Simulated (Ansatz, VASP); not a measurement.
# Cross-check of ZnNi between VASP and Ansatz, part 2 of 2

Wanted: the spread between two codes on one cell, functional and k mesh. Of the first pair: The two relaxations start from unlike cells of this crystal (the structure described is Ansatz's start), so only their ends are compared.

VASP 6.6.1 and Ansatz 0.2.0.

So far: The structure; Ansatz: relaxation of cell and atoms, PBEsol, pair 1; VASP: relaxation of cell and atoms, PBEsol, pair 1; Comparison.

## 5. VASP: relaxation of cell and atoms, PBEsol, pair 2

Level of this step: PBEsol, no spin polarisation; plane waves and PAW (Zn, Ni) (VASP).

The relaxed volume is the usual yardstick between codes: in a stiff, nearly cubic crystal its relative difference is about their pressure difference at one cell divided by the bulk modulus. Its start cell is another than that of the pair before, and may be another structure of the material.

Contents of INCAR:

```
SYSTEM = ZnNi
PREC = Accurate
ENCUT = 600
EDIFF = 1E-07
NELM = 120
ISMEAR = 0
SIGMA = 0.1
LREAL = .FALSE.
ALGO = Normal
GGA = PS
NBANDS = 17
LASPH = .TRUE.
LORBIT = 11
LWAVE = .FALSE.
LCHARG = .FALSE.
ISIF = 3
IBRION = 2
NSW = 80
EDIFFG = -0.005
GGA_COMPAT = .FALSE.
NELMIN = 4
KPAR = 2
```

Contents of POSCAR:

```
ZnNi
1.0
    2.8413760000      0.0000000000      0.0000000000
    0.0000000000      2.8413760000      0.0000000000
    0.0000000000      0.0000000000      2.8413760000
Zn Ni
1 1
Direct
    0.5000000000      0.5000000000      0.5000000000
    0.0000000000      0.0000000000      0.0000000000
```

Contents of KPOINTS:

```
Automatic mesh
0
Gamma
14 14 14
0 0 0
```

Potentials, in the order of the species: Zn and Ni (PBE family, release 64).

Run with:

```sh
> mpirun -np 2 vasp_std
```

Numbers of over 12 decimals in the logs are rounded to 6 here.

Log:

```text
[banner, memory and clock lines left out]
running    2 mpi-ranks, on    1 nodes
[...]
[... a notice as in an earlier step ...]

 LDA part: xc-table for (Slater+PW92), standard interpolation
 POSCAR, INCAR and KPOINTS ok, starting setup
[...]
entering main loop
       N       E                     dE             d eps       ncg     rms          rms(c)
DAV:   1     0.101801138994E+03    0.10180E+03   -0.11861E+04  4336   0.221E+03
DAV:   2    -0.561231213767E+01   -0.10741E+03   -0.10352E+03  4098   0.305E+02
DAV:   3    -0.930967200581E+01   -0.36974E+01   -0.36745E+01  4588   0.689E+01
DAV:   4    -0.934378168419E+01   -0.34110E-01   -0.34099E-01  4987   0.572E+00
[...]
DAV:  11    -0.824463597274E+01   -0.24290E-05   -0.33251E-05  6339   0.144E-01    0.859E-03
DAV:  12    -0.824463535459E+01    0.61815E-06   -0.48838E-06  5320   0.537E-02    0.229E-03
DAV:  13    -0.824463534413E+01    0.10456E-07   -0.24274E-07  3136   0.776E-03
   1 F= -.82446353E+01 E0= -.82414546E+01  d E =-.824464E+01
[...]
DAV:   8    -0.824476054448E+01    0.42619E-07   -0.11428E-07  2605   0.579E-03
   2 F= -.82447605E+01 E0= -.82415643E+01  d E =-.125200E-03
 trial-energy change:   -0.000125  1 .order   -0.000108   -0.000591    0.000376
 step:   0.6364(harm=  0.6114)  dis= 0.00000  next Energy=    -8.244828 (dE=-0.193E-03)
[...]
N       E                     dE             d eps       ncg     rms          rms(c)
DAV:   1    -0.824710135492E+01   -0.23408E-02   -0.19693E-02  4140   0.278E+00    0.399E-01
DAV:   2    -0.824728554491E+01   -0.18419E-03   -0.21288E-02  4217   0.257E+00    0.420E-01
DAV:   3    -0.824502114855E+01    0.22644E-02   -0.97547E-03  4258   0.205E+00    0.129E-01
DAV:   4    -0.824487060861E+01    0.15054E-03   -0.38245E-04  5461   0.396E-01    0.426E-02
DAV:   5    -0.824483683365E+01    0.33775E-04   -0.18033E-05  6027   0.605E-02    0.472E-03
DAV:   6    -0.824483655193E+01    0.28172E-06   -0.13821E-06  5424   0.172E-02    0.262E-03
DAV:   7    -0.824483622741E+01    0.32452E-06   -0.58394E-08  2279   0.472E-03    0.162E-04
DAV:   8    -0.824483622945E+01   -0.20382E-08   -0.37189E-08  2081   0.337E-03
   3 F= -.82448362E+01 E0= -.82416456E+01  d E =-.200885E-03
[...]
reached required accuracy - stopping structural energy minimisation
```

Parts of OUTCAR (step 5):

```text
  Total       -0.0021415     -0.0021415     -0.0021415     -0.0000000     -0.0000000      0.0000000
  in kB       -0.1489491     -0.1489491     -0.1489491     -0.0000000     -0.0000000      0.0000000
  external PRESSURE =      -0.1489491 kB  Pullay stress =       0.0000000 kB

 POSITION                                       TOTAL-FORCE (eV/Angst)
 -----------------------------------------------------------------------------------
      1.42266      1.42266      1.42266        -0.000000     -0.000000      0.000000
      0.00000      0.00000      0.00000         0.000000      0.000000      0.000000
 -----------------------------------------------------------------------------------
    total drift:                                0.000000      0.000000     -0.000000

  FREE ENERGIE OF THE ION-ELECTRON SYSTEM (eV)
  ---------------------------------------------------
  free  energy   TOTEN  =        -8.2448362294 eV

  energy  without entropy=       -8.2384549639  energy(sigma->0) =       -8.24164560

[... 1 part as in an earlier step ...]

[... 3 further parts left out ...]
[key lines of the parts left out:]
E-fermi :   6.4396
```

## 6. Ansatz: relaxation of cell and atoms, PBEsol, pair 2

The same cell, functional, mesh and smearing now go to Ansatz, which takes its cutoff from its data sets.

The cell is taken from a series of runs on this material, whose earlier steps may have relaxed, scaled, displaced or heated it; both programs get it as it stands.

Contents of input.yaml:

```yaml
crystal:
  lattice:
    - [2.8413756764, 0.0, 0.0]
    - [0.0, 2.8413756764, 0.0]
    - [0.0, 0.0, 2.8413756764]
  atoms:
    - { symbol: Zn, position: [0.5, 0.5, 0.5] }
    - { symbol: Ni, position: [0.0, 0.0, 0.0] }
kpoints:
  mp_grid: { grid: [14, 14, 14] }
hamiltonian:
  xc: pbesol
  pseudopotentials: { kind: paw, azcp: { folder: soft_1 }, xc_functional: pbe }
scf:
  occupations: { method: gaussian, width: 0.1 }
output:
  forces: true
  stress: true
  eigenvalues: true
relax:
  adjacent_minimum: "off"
  f_tol: 0.005
  max_steps: 80
  cell: { stress_tol: 0.05 }
```

Run with:

```sh
> ansatz run input.yaml --threads 4 --pin off --max-ram 10240MiB --backend cpu --events-out ev --progress --plain --runs-dir out
```

Log:

```text
[...]
Crystal: 2 atoms, lattice volume = 22.940 Å³
Basis set: ecut = 420 eV, 461 PW (Γ), exchange–correlation on 40×40×40 points (8 copies of the dense FFT grid, shifted against one another)
Bands: 19, of which v1, the nominal top of the filled ones, is band 15 counted from 1 (14 counted from 0)
Symmetry: 48 space group operations
[...]
k-points: 120 of 2744
[...]
k-point 119: bands = [... 11 lower, 12.2992, 15.1286, 15.1286, 20.7901, 21.2322, 21.2322, 21.2322, 21.8571]
--- Relaxed structure (1 steps of the walk, 1 accepted, 1 SCFs on fresh bases) ---
[...]
cell:  # Å, volume = 22.9396 Å³
    - [2.8413756764, 0.0, 0.0]
    - [0.0, 2.8413756764, 0.0]
    - [0.0, 0.0, 2.8413756764]
  atoms:
    - { symbol: Zn, position: [0.5, 0.5, 0.5] }
    - { symbol: Ni, position: [0.0, 0.0, 0.0] }
[key lines of the parts left out:]
SCF converged after 6 iterations
Free energy (F): -9086.408130 eV
Fermi energy:    15.757391 eV
P = ⅓ Tr σ = 0.0117 GPa (0.117 kbar)
```

## 7. Comparison

What differs besides the data sets and the points named for the pairs above, as far as they apply: the data sets hold 30 valence electrons in Ansatz (on its PAW soft_1 files) and 22 in VASP. Total energies have different zeros and are not compared.

Compared:

```
                                         quantity  Ansatz   VASP  difference
                                      volume (Å³)   22.94  23.04     -0.42 %
edge a after relaxation, in the typed setting (Å)   2.841  2.845     -0.14 %
```

## 8. VASP: zone-centre phonons, PBEsol

Second derivatives magnify differences that forces hide, and they need a tight electronic threshold.

Contents of INCAR:

```
SYSTEM = ZnNi
PREC = Accurate
ENCUT = 600
EDIFF = 1E-08
NELM = 120
ISMEAR = 1
SIGMA = 0.2
LREAL = .FALSE.
ALGO = Normal
GGA = PS
NBANDS = 17
LASPH = .TRUE.
LORBIT = 11
LWAVE = .FALSE.
LCHARG = .FALSE.
ISIF = 2
IBRION = 8
GGA_COMPAT = .FALSE.
KPAR = 2
```

Contents of POSCAR:

```
ZnNi
1.0
    2.8412038642      0.0000000000      0.0000000000
    0.0000000000      2.8412038642      0.0000000000
    0.0000000000      0.0000000000      2.8412038642
Zn Ni
1 1
Direct
    0.5000000000      0.5000000000      0.5000000000
    0.0000000000      0.0000000000      0.0000000000
```

Contents of KPOINTS:

```
Automatic mesh
0
Gamma
16 16 16
0 0 0
```

Run with:

```sh
> mpirun -np 2 vasp_std
```

Log:

```text
[... set-up lines as in an earlier step ...]
 entering main loop
       N       E                     dE             d eps       ncg     rms          rms(c)
DAV:   1     0.100265261211E+03    0.10027E+03   -0.11830E+04  5978   0.221E+03
DAV:   2    -0.567422911091E+01   -0.10594E+03   -0.10214E+03  5653   0.302E+02
DAV:   3    -0.930636129772E+01   -0.36321E+01   -0.36023E+01  6219   0.675E+01
DAV:   4    -0.934094550686E+01   -0.34584E-01   -0.34574E-01  6811   0.574E+00
[...]
DAV:  13    -0.824227634799E+01    0.34127E-07   -0.20856E-07  7677   0.708E-03    0.136E-03
DAV:  14    -0.824227622449E+01    0.12350E-06   -0.13152E-08  3274   0.258E-03    0.141E-04
DAV:  15    -0.824227622224E+01    0.22455E-08   -0.16776E-09  3007   0.520E-04
   1 F= -.82422762E+01 E0= -.82412193E+01  d E =-.317082E-02
 Linear response reoptimize wavefunctions to high precision
DAV:   1    -0.824227622443E+01   -0.21896E-08   -0.30285E-10  3091   0.269E-04
DAV:   2    -0.824227622444E+01   -0.72760E-11   -0.62293E-11  2911   0.763E-05
 Linear response DOF=           2
 Linear response progress:
[...]
RMM:  11    -0.205173637531E+00    0.10163E-06   -0.19506E-09 25620   0.449E-05    0.208E-06
RMM:  12    -0.205173621346E+00    0.16185E-07   -0.13757E-09 25560   0.292E-05    0.860E-07
RMM:  13    -0.205173618236E+00    0.31092E-08   -0.11358E-09 21454   0.236E-05    0.443E-07
 first order change of Fermi-energy  -0.60095E-03
 force on displaced ion       1 direction 1 :  -7.293  -0.000   0.000
 Linear response progress:
  Degree of freedom:   2/  2
       N       E                     dE             d eps       ncg     rms          rms(c)
RMM:   1    -0.185343140830E+00   -0.18534E+00   -0.89782E-02 22387   0.236E+00
RMM:   2    -0.183729097347E+00    0.16140E-02   -0.48016E-03 20717   0.638E-01    0.113E-01
RMM:   3    -0.183715470078E+00    0.13627E-04   -0.38034E-04 22777   0.176E-01    0.677E-02
RMM:   4    -0.183972249195E+00   -0.25678E-03   -0.16146E-04 23757   0.994E-02    0.598E-03
[...]
RMM:  12    -0.183963059910E+00    0.19665E-07   -0.25357E-09 25286   0.516E-05    0.268E-06
RMM:  13    -0.183963085252E+00   -0.25342E-07   -0.26614E-09 22820   0.370E-05    0.724E-07
RMM:  14    -0.183963090895E+00   -0.56423E-08   -0.25632E-09 20522   0.302E-05    0.188E-07
 first order change of Fermi-energy   0.22041E-02
 force on displaced ion       2 direction 1 :  -7.298  -0.000   0.000
 Linear response finished
```

From OUTCAR (step 8):

```text
  Total        0.0987714      0.0987714      0.0987714      0.0000000      0.0000000      0.0000000
  in kB        6.8997709      6.8997709      6.8997709      0.0000000      0.0000000      0.0000000
  external PRESSURE =       6.8997709 kB  Pullay stress =       0.0000000 kB

 POSITION                                       TOTAL-FORCE (eV/Angst)
 -----------------------------------------------------------------------------------
      1.42060      1.42060      1.42060         0.000000      0.000000      0.000000
      0.00000      0.00000      0.00000         0.000000      0.000000      0.000000
 -----------------------------------------------------------------------------------
    total drift:                                0.000000      0.000000     -0.000000

[... 2 further parts left out ...]
```

## 9. Ansatz: zone-centre phonons, PBEsol

The same cell, functional, mesh and smearing now go to Ansatz, which takes its cutoff from its data sets.

The cell is taken from a series of runs on this material, whose earlier steps may have relaxed, scaled, displaced or heated it; both programs get it as it stands.

Contents of input.yaml:

```yaml
crystal:
  lattice:
    - [2.8412038642, 0.0, 0.0]
    - [0.0, 2.8412038642, 0.0]
    - [0.0, 0.0, 2.8412038642]
  atoms:
    - { symbol: Zn, position: [0.5, 0.5, 0.5] }
    - { symbol: Ni, position: [0.0, 0.0, 0.0] }
kpoints:
  mp_grid: { grid: [16, 16, 16] }
hamiltonian:
  xc: pbesol
  pseudopotentials: { kind: paw, azcp: { folder: soft_1 }, xc_functional: pbe }
scf:
  occupations: { method: methfessel_paxton, width: 0.2 }
output:
  eigenvalues: true
phonons:
  method: dfpt
```

Run with:

```sh
> ansatz run input.yaml --threads 4 --pin off --max-ram 10240MiB --backend cpu --events-out ev --progress --plain --runs-dir out
```

Log:

```text
[...]
Crystal: 2 atoms, lattice volume = 22.935 Å³
Basis set: ecut = 420 eV, 461 PW (Γ), exchange–correlation on 40×40×40 points (8 copies of the dense FFT grid, shifted against one another)
Bands: 19, of which v1, the nominal top of the filled ones, is band 15 counted from 1 (14 counted from 0)
Symmetry: 48 space group operations
k-points: 405 of 4096 (irreducible under 8 space group operations, time reversal used)
[...]
k mesh reduced under 8 symmetry operations, with k and −k counted as one. Each operation leaves every solved perturbation unchanged. A smaller set is not used because it would not reduce the number of displacements times k-points to solve
  ASR residual: 4.972e-5 → 0.000e0 eV/Å²; symmetrization residual: 3.668e-6 eV/Å²
  ASR residual per site (eV/Å²): 4.97e-5 2.01e-6
  Γ frequencies (cm⁻¹): 0.00 0.00 0.00 251.96 251.96 251.96
  non-analytic LO–TO correction: not included (Born effective charges unavailable; polar crystals: no LO–TO splitting at Γ)
[key lines of the parts left out:]
SCF converged after 10 iterations
Free energy (F): -9086.405869 eV
Fermi energy:    15.744547 eV
```

## 10. Comparison

What differs besides the data sets and the points named for the pairs above, as far as they apply: the data sets hold 30 valence electrons in Ansatz (on its PAW soft_1 files) and 22 in VASP. Total energies have different zeros and are not compared.

Compared:

```
                  quantity  Ansatz   VASP  difference
optical mode 1 to 3 (cm⁻¹)   252.0  253.3     -0.52 %
```

Modes are paired by rising frequency, not by their patterns, so a pair may set unlike modes beside each other; they are those without the splitting of longitudinal modes.

## 11. What came out

```json
{
  "difference in volume (relaxation of cell and atoms, PBEsol, pair 1)": "-0.38 %",
  "difference in volume (relaxation of cell and atoms, PBEsol, pair 2)": "-0.42 %",
  "r.m.s. difference of the optical zone-centre modes, each program's sorted by frequency (zone-centre phonons, PBEsol)": "1.3 cm⁻¹",
  "difference in optical mode 1 to 3 (zone-centre phonons, PBEsol)": "-0.5 %"
}
```

In words: The difference in volume is -0.42 % (relaxation of cell and atoms, PBEsol, pair 2), within the 1.2 % picked in this series as the mark of a large difference, as far as the stopping tolerances let one tell. The data sets hold unlike numbers of valence electrons (30 in Ansatz and 22 in VASP), so part of the differences comes from the potentials. Among the rows given in per cent, the largest difference of the zone-centre phonons, PBEsol pair is in optical mode 1 to 3, -0.5 %. How closely two codes agree says nothing of how well the functional describes the real material.

[Lines on the potential files, build, host, timing and source positions are cut from VASP's logs without a mark.]

[Logs are printed without paths, hosts, clocks, repeated set-up lines and the standing remarks that a program may print on its own settings, such as how far it seeks lower states.]

[Hosts, paths, dates, database ids (printed as entryN), source tags and the programs' standing remarks are cut or masked in the printed files.]
